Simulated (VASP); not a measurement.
An input for Ansatz (written as the equivalent of a VASP run, and not itself run):

Ansatz 0.2 input:
```yaml
crystal:
  lattice:
    - [0.0000000, 3.5101212, 3.5101212]
    - [3.5101212, 0.0000000, 3.5101212]
    - [3.5101212, 3.5101212, 0.0000000]
  atoms:
    - { symbol: K, position: [0.0000000, 0.0000000, 0.0000000] }
    - { symbol: I, position: [0.5000000, 0.5000000, 0.5000000] }
kpoints:
  mp_grid: { grid: [7, 7, 7] }
hamiltonian:
  xc: pbesol
  pseudopotentials: { kind: paw }
scf:
  occupations: { method: gaussian, width: 0.05 }
  max_iter: 100
relax:
  max_steps: 40
  f_tol: 0.02
  cell: { p_target: 5 }
output: { forces: true, stress: true, eigenvalues: true }
```

### Question
Translate this input to VASP (INCAR, KPOINTS, POSCAR, choice of POTCAR).

### Answer
One answer among several that fit: 
**POSCAR**
```
KI
1.0
  0.0000000000   3.5101212151   3.5101212151
  3.5101212151   0.0000000000   3.5101212151
  3.5101212151   3.5101212151   0.0000000000
K I
1 1
direct
  0.0000000000   0.0000000000   0.0000000000
  0.5000000000   0.5000000000   0.5000000000
```

KPOINTS:
```
K-points
0
G
7 7 7
0 0 0
```

**INCAR**
```
SYSTEM = KI
PREC = Accurate; ENCUT = 500; LREAL = .FALSE.
LASPH = .TRUE.
EDIFF = 1E-6; NELM = 100; ALGO = Normal
LMAXMIX = 4
ISMEAR = 0; SIGMA = 0.05
GGA = PS
IBRION = 2; NSW = 40; ISIF = 3
EDIFFG = -0.02; PSTRESS = 50
LWAVE = .FALSE.; LCHARG = .FALSE.
```

POTCAR, in this order: K_sv I (PBE.64 set). Program: vasp_std.

Limits of the translation: each code has its own PAW files, so the cut-off isn't converted (ENCUT is set for VASP's; basis.ecutwfc is left out, and Ansatz then takes the one that its files recommend); Ansatz stops its SCF on the density residual and VASP on the energy change (EDIFF).

The compound is KI in the rock salt structure. This run relaxes it under an external pressure of 5 GPa. Symmetry was kept, so distortions that lower it aren't found.
